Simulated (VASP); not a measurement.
An input for Ansatz (written as the equivalent of a VASP run, and not itself run):

Ansatz 0.2 input:
```yaml
crystal:
  lattice:
    - [0.0000000, 3.3267088, 3.3267088]
    - [3.3267088, 0.0000000, 3.3267088]
    - [3.3267088, 3.3267088, 0.0000000]
  atoms:
    - { symbol: Sn, position: [0.0000000, 0.0000000, 0.0000000] }
    - { symbol: Se, position: [0.2500000, 0.2500000, 0.2500000] }
kpoints:
  mp_grid: { grid: [10, 10, 10] }
hamiltonian:
  xc: pbesol
  pseudopotentials: { kind: paw }
scf:
  occupations: { method: methfessel_paxton, width: 0.1 }
  max_iter: 100
relax:
  max_steps: 40
  f_tol: 0.02
  cell: { p_target: 5 }
output: { forces: true, stress: true, eigenvalues: true }
```

Problem. Write the VASP files for the same calculation (PBEsol).

Solution. This is not unique; one that fits is 
File POSCAR:
```
SnSe
1
    0.0000000000     3.3267087871     3.3267087871
    3.3267087871     0.0000000000     3.3267087871
    3.3267087871     3.3267087871     0.0000000000
Sn Se
1 1
Direct
  0.0000000000   0.0000000000   0.0000000000
  0.2500000000   0.2500000000   0.2500000000
```

INCAR:
```
SYSTEM = SnSe
PREC = Accurate
ENCUT = 500
EDIFF = 1E-6
NELM = 100
ALGO = Normal
LREAL = .FALSE.
LASPH = .TRUE.
ISMEAR = 1
SIGMA = 0.1
GGA = PS
LMAXMIX = 4
LWAVE = .FALSE.
LCHARG = .FALSE.
IBRION = 2
ISIF = 3
NSW = 40
EDIFFG = -0.02
PSTRESS = 50
```

### KPOINTS
```
Automatic mesh
0
Gamma
10 10 10
0 0 0
```

POTCAR, in this order: Sn_d Se (PBE.64 set). Program: vasp_std.

What does not carry over: each code has its own PAW files, so the cut-off isn't converted (ENCUT is set for VASP's; basis.ecutwfc is left out, and Ansatz then takes the one that its files recommend); Ansatz stops its SCF on the density residual and VASP on the energy change (EDIFF).

The structure was generated: SnSe was put into the zinc blende type (F-43m), which need not be its known phase. This run relaxes it under an external pressure of 5 GPa. Symmetry was kept, so distortions that lower it aren't found.
